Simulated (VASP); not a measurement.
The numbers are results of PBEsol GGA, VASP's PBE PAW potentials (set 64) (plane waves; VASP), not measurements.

Gaps are without spin-orbit coupling.

Q: Order these relaxed crystals by band gap, smallest first: SnF4, I4/mmm (139); GaSe, P6_3/mmc (194); AlInSb2, P-4m2 (115); KI, Fm-3m (225).

A: AlInSb2, P-4m2 (115) (0.51 eV), GaSe, P6_3/mmc (194) (0.93 eV), SnF4, I4/mmm (139) (3.17 eV), KI, Fm-3m (225) (3.86 eV)
